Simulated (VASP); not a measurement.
```
CELL_PARAMETERS angstrom
      4.10375    -2.24110     0.00000
      4.10375     2.24110     0.00000
      2.87986     0.00000     3.68371
ATOMIC_POSITIONS crystal
  Bi 0.23400 0.23400 0.23400
  Bi 0.76600 0.76600 0.76600
```

Level of theory: PBE GGA, VASP's PBE PAW potentials (set 64) (plane waves; VASP 6.6.1). Run with 300 eV cut-off, 7×7×7 Γ-centred mesh, Gaussian smearing of 0.050 eV, potentials Bi_d.

Question: Give the energies of bands 13 to 18 at the high-symmetry points, in eV from the Fermi level.

Answer: 
| band | Γ | T | H2 | L | S0 | F |
|---|---|---|---|---|---|---|
| 13 | -1.45 | -0.82 | -4.19 | -1.27 | -4.49 | -4.81 |
| 14 | -1.17 | -0.54 | -4.09 | -1.14 | -2.49 | -3.07 |
| 15 | -1.17 | -0.54 | -0.31 | -0.16 | -2.49 | -2.95 |
| 16 | 2.65 | 0.78 | 0.92 | -0.14 | 3.22 | 2.40 |
| 17 | 3.15 | 0.78 | 5.16 | 0.62 | 3.30 | 5.26 |
| 18 | 3.15 | 0.92 | 5.19 | 1.13 | 4.83 | 5.72 |

It has no gap at this level: it comes out as a metal or semimetal.

The structure is a typed Bi crystal. The cell was not relaxed at this level.
